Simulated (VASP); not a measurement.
Input:

```xyz
4
Lattice="5.0737 2.5274 2.5274 2.5274 5.0737 2.5274 2.5274 2.5274 5.0737" Properties=species:S:1:pos:R:3 pbc="T T T"
Mn     0.0000     0.0000     0.0000
Mn     5.0642     5.0642     5.0642
S      2.5321     2.5321     2.5321
S      7.5963     7.5963     7.5963
```
Starting moments (μB, in the order of the record's atoms Mn Mn S S): 4.1 -4.1 0.0 0.0.

Method: optB86b-vdW, VASP's PBE PAW potentials (set 64) (plane waves; VASP). Numerical set-up: 520 eV cut-off, 8×8×8 Γ-centred mesh, tetrahedra with Blöchl corrections, potentials Mn_pv S.

The cores are frozen, which limits the accuracy of field gradients.

Problem. Give the principal components of the electric field gradient (V/Å²) and the asymmetry η at each nucleus.

Solution. 
| atom | Vxx | Vyy | Vzz | η |
|---|---|---|---|---|
| Mn1 | 1.5 | 1.5 | -2.9 | 0.00 |
| Mn2 | 1.5 | 1.5 | -2.9 | 0.00 |
| S3 | 2.2 | 2.2 | -4.5 | 0.00 |
| S4 | 2.2 | 2.2 | -4.5 | 0.00 |

The compound is MnS in the rock salt, AFM-II order structure. It was relaxed first, which changed the volume by -8 %.
